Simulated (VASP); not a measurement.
Shape and ions are relaxed at each volume.

Given:

```yaml
crystal:
  lattice:
    - [1.53733, -2.66273, 0.00000]
    - [1.53733, 2.66273, 0.00000]
    - [0.00000, 0.00000, 5.04755]
  atoms:
    - { symbol: Si, position: [0.66667, 0.33333, 0.49960] }
    - { symbol: Si, position: [0.33333, 0.66667, 0.99960] }
    - { symbol: C, position: [0.66667, 0.33333, 0.87540] }
    - { symbol: C, position: [0.33333, 0.66667, 0.37540] }
```

The numbers are results of r2SCAN meta-GGA, VASP's PBE PAW potentials (set 64) (plane waves; VASP), not measurements. Settings: 520 eV cut-off, 8×8×5 Γ-centred mesh, Gaussian smearing of 0.050 eV, potentials Si C.

**Question.** Give the energy at these volumes per atom, relative to the lowest: 9.71, 10.02, 10.33, 10.64, 10.95 Å³.

**Answer.** 29.4, 7.1, 0.0, 6.2, 23.8 meV/atom. A third-order Birch-Murnaghan fit gives B0 = 227 GPa and B0′ = 3.9.

The compound is SiC in the wurtzite structure, the rare 2H polytype. It was relaxed first.
